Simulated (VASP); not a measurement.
Method: revPBE GGA, VASP's PBE PAW potentials (set 64) (plane waves; VASP).

Input for VASP

INCAR:
```
! general
SYSTEM  = PbTe
PREC    = Accurate
ENCUT   = 520
LREAL   = .FALSE.
LASPH   = .TRUE.

! electronic loop
EDIFF   = 1E-6
NELM    = 100
ALGO    = Normal
LMAXMIX = 4

! smearing
ISMEAR  = 0
SIGMA   = 0.05

! functional
GGA     = RE

! ions
IBRION  = 2
NSW     = 60
ISIF    = 3
EDIFFG  = -0.01

! output
LWAVE   = .FALSE.
LCHARG  = .FALSE.
```

### POSCAR
```
PbTe
1
    0.0000000000     3.3136648165     3.3136648165
    3.3136648165     0.0000000000     3.3136648165
    3.3136648165     3.3136648165    -0.0000000000
Te Pb
1 1
Direct
  0.5000000000   0.5000000000   0.5000000000
  0.0000000000   0.0000000000   0.0000000000
```

File KPOINTS:
```
Automatic mesh
0
Gamma
6 6 6
0 0 0
```

POTCAR, in this order: Te Pb_d (PBE.64 set). Program: vasp_std.

The resulting files:

OSZICAR:
```
       N       E                     dE             d eps       ncg     rms          rms(c)
DAV:   1     0.147818190666E+03    0.14782E+03   -0.91748E+03   448   0.133E+03
DAV:   2     0.477712522973E+01   -0.14304E+03   -0.13993E+03   460   0.326E+02
DAV:   3    -0.675812473727E+01   -0.11535E+02   -0.11494E+02   622   0.988E+01
DAV:   4    -0.707124620602E+01   -0.31312E+00   -0.31300E+00   512   0.190E+01
DAV:   5    -0.708112618849E+01   -0.98800E-02   -0.98799E-02   632   0.317E+00    0.292E+00
DAV:   6    -0.692647302422E+01    0.15465E+00   -0.38120E-01   528   0.451E+00    0.178E+00
DAV:   7    -0.692505651567E+01    0.14165E-02   -0.11459E-01   572   0.181E+00    0.954E-01
DAV:   8    -0.692884928455E+01   -0.37928E-02   -0.12783E-02   460   0.130E+00    0.159E-01
DAV:   9    -0.692888601751E+01   -0.36733E-04   -0.13160E-03   568   0.389E-01    0.659E-02
DAV:  10    -0.692903440047E+01   -0.14838E-03   -0.28361E-04   460   0.112E-01    0.259E-02
DAV:  11    -0.692905757708E+01   -0.23177E-04   -0.61623E-05   504   0.665E-02    0.966E-03
DAV:  12    -0.692905811205E+01   -0.53497E-06   -0.34682E-06   592   0.165E-02
   1 F= -.69290581E+01 E0= -.69290581E+01  d E =-.692906E+01
```

### OUTCAR
```
------------------------ aborting loop because EDIFF is reached ----------------------------------------
  FORCE on cell =-STRESS in cart. coord.  units (eV):
  Direction    XX          YY          ZZ          XY          YZ          ZX
  --------------------------------------------------------------------------------------
  Total       -0.0043539     -0.0043539     -0.0043539      0.0000000     -0.0000000     -0.0000000
  in kB       -0.0958601     -0.0958601     -0.0958601      0.0000000     -0.0000000     -0.0000000
  external PRESSURE =      -0.0958601 kB  Pullay stress =       0.0000000 kB
  volume of cell :       72.77
      direct lattice vectors                 reciprocal lattice vectors
     0.000000000  3.313664817  3.313664817    -0.150890337  0.150890337  0.150890337
     3.313664817  0.000000000  3.313664817     0.150890337 -0.150890337  0.150890337
     3.313664817  3.313664817  0.000000000     0.150890337  0.150890337 -0.150890337
  FREE ENERGIE OF THE ION-ELECTRON SYSTEM (eV)
  ---------------------------------------------------
  free  energy   TOTEN  =        -6.9290581120 eV

  energy  without entropy=       -6.9290581120  energy(sigma->0) =       -6.92905811

 reached required accuracy - stopping structural energy minimisation
```
(Selected blocks of OUTCAR.)

The compound is PbTe in the rock salt structure. It was relaxed first, which changed the volume by +8 %. The start is the result of an earlier pass.
